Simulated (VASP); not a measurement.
An input for Ansatz (written as the equivalent of a VASP run, and not itself run):

Ansatz 0.2 input:
```yaml
crystal:
  lattice:
    - [3.4075210, 0.0000000, 0.0000000]
    - [-1.7037600, 2.9510000, 0.0000000]
    - [0.0000000, 0.0000000, 10.9409260]
  atoms:
    - { symbol: Tl, position: [0.0000000, 0.0000000, 0.0000000] }
    - { symbol: Tl, position: [0.0000000, 0.0000000, 0.5000000] }
    - { symbol: Tl, position: [0.3333330, 0.6666670, 0.2500000] }
    - { symbol: Tl, position: [0.6666670, 0.3333330, 0.7500000] }
kpoints:
  mp_grid: { grid: [11, 11, 3] }
hamiltonian:
  xc: pbe
  pseudopotentials: { kind: paw }
scf:
  occupations: { method: fermi_dirac, width: 0.1 }
  max_iter: 100
output: { forces: true, stress: true, eigenvalues: true }
```

**Question.** Translate this input to VASP (INCAR, KPOINTS, POSCAR, choice of POTCAR).

**Answer.** This is not unique; one that fits is 
**KPOINTS**
```
Automatic mesh
0
Gamma
11 11 3
0 0 0
```

File POSCAR:
```
Tl
1
    3.4075210000     0.0000000000     0.0000000000
   -1.7037600000     2.9510000000     0.0000000000
    0.0000000000     0.0000000000    10.9409260000
Tl
4
Direct
  0.0000000000   0.0000000000   0.0000000000
  0.0000000000   0.0000000000   0.5000000000
  0.3333330000   0.6666670000   0.2500000000
  0.6666670000   0.3333330000   0.7500000000
```

INCAR:
```
# general
SYSTEM  = Tl
PREC    = Accurate
ENCUT   = 300
LREAL   = .FALSE.   # projection in real space or not
LASPH   = .TRUE.

# electronic loop
EDIFF   = 1E-6
NELM    = 100   # most electronic steps
ALGO    = Normal   # blocked Davidson
LMAXMIX = 4   # l cut-off of mixed one-centre charges

# smearing
ISMEAR  = -1   # Fermi-Dirac
SIGMA   = 0.1

# functional
GGA     = PE

# ions
ISIF    = 2   # forces and stress, cell fixed

# output
LWAVE   = .FALSE.
LCHARG  = .FALSE.
```

POTCAR, in this order: Tl_d (PBE.64 set). Program: vasp_std.

What does not carry over: each code has its own PAW files, so the cut-off isn't converted (ENCUT is set for VASP's; basis.ecutwfc is left out, and Ansatz then takes the one that its files recommend); Ansatz stops its SCF on the density residual and VASP on the energy change (EDIFF).

The structure comes from a computed database's Tl entry; how it stands against other phases isn't given here. The cell was not relaxed at this level, and its volume differs by -5.9 % from the start's.
